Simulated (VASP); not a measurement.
A convergence study with VASP on PbSe (rock salt): one setting is varied, all else stays as given below, so the limit is that of these other settings. Each run relaxes cell and ions from the cell shown. The basis is that of the starting cell, so low cut-offs carry a Pulay error.

```
PbSe
1.0
    0.00000     3.06000     3.06000
    3.06000     0.00000     3.06000
    3.06000     3.06000     0.00000
Pb Se
1 1
Direct
  0.00000   0.00000   0.00000
  0.50000   0.50000   0.50000
```

Method: PBE GGA, VASP's PBE PAW potentials (set 64) (plane waves; VASP 6.6.1). The tightest run used: 700 eV cut-off, 6×6×6 Γ-centred mesh, Gaussian smearing of 0.050 eV, potentials Pb_d Se.

Unless said otherwise, spin-orbit coupling is left out, though it shifts the bands of the heavy elements here. Gaps are read on the run's mesh, which can miss a band edge.

### Question
The settings run are ENCUT = 200; ENCUT = 250; ENCUT = 300; ENCUT = 350; ENCUT = 400; ENCUT = 450; ENCUT = 500; ENCUT = 550; ENCUT = 600; ENCUT = 650; ENCUT = 700. From which on does the relaxed volume stay within 0.05 Å³/atom of the tightest run?

### Answer
From ENCUT = 450 on: it is off by 0.003 there and by no more than 0.05 in any finer run, while ENCUT = 400 is off by 0.065.
```json
[
 {"setting": "ENCUT = 200", "relaxed volume (Å³/atom)": "26.568", "E (eV/atom)": "-4.0843", "gap on the mesh (eV)": "0.017", "plane waves": "375", "difference judged (Å³/atom)": "3.466"},
 {"setting": "ENCUT = 250", "relaxed volume (Å³/atom)": "29.816", "E (eV/atom)": "-4.0965", "gap on the mesh (eV)": "0.416", "plane waves": "531", "difference judged (Å³/atom)": "0.217"},
 {"setting": "ENCUT = 300", "relaxed volume (Å³/atom)": "29.848", "E (eV/atom)": "-4.0965", "gap on the mesh (eV)": "0.420", "plane waves": "692", "difference judged (Å³/atom)": "0.185"},
 {"setting": "ENCUT = 350", "relaxed volume (Å³/atom)": "29.812", "E (eV/atom)": "-4.0968", "gap on the mesh (eV)": "0.416", "plane waves": "869", "difference judged (Å³/atom)": "0.221"},
 {"setting": "ENCUT = 400", "relaxed volume (Å³/atom)": "29.969", "E (eV/atom)": "-4.0997", "gap on the mesh (eV)": "0.431", "plane waves": "1056", "difference judged (Å³/atom)": "0.065"},
 {"setting": "ENCUT = 450", "relaxed volume (Å³/atom)": "30.030", "E (eV/atom)": "-4.1006", "gap on the mesh (eV)": "0.437", "plane waves": "1258", "difference judged (Å³/atom)": "0.003"},
 {"setting": "ENCUT = 500", "relaxed volume (Å³/atom)": "30.017", "E (eV/atom)": "-4.1002", "gap on the mesh (eV)": "0.436", "plane waves": "1464", "difference judged (Å³/atom)": "0.017"},
 {"setting": "ENCUT = 550", "relaxed volume (Å³/atom)": "30.012", "E (eV/atom)": "-4.1001", "gap on the mesh (eV)": "0.436", "plane waves": "1694", "difference judged (Å³/atom)": "0.022"},
 {"setting": "ENCUT = 600", "relaxed volume (Å³/atom)": "30.024", "E (eV/atom)": "-4.1004", "gap on the mesh (eV)": "0.437", "plane waves": "1932", "difference judged (Å³/atom)": "0.009"},
 {"setting": "ENCUT = 650", "relaxed volume (Å³/atom)": "30.034", "E (eV/atom)": "-4.1005", "gap on the mesh (eV)": "0.438", "plane waves": "2176", "difference judged (Å³/atom)": "0.000"},
 {"setting": "ENCUT = 700", "relaxed volume (Å³/atom)": "30.033", "E (eV/atom)": "-4.1005", "gap on the mesh (eV)": "0.438", "plane waves": "2450", "difference judged (Å³/atom)": "0.000"}
]
```

Left out are rungs that failed or repeat a setting and relaxations that didn't move; long series are thinned to 24 rows.

The compound is PbSe in the rock salt structure.
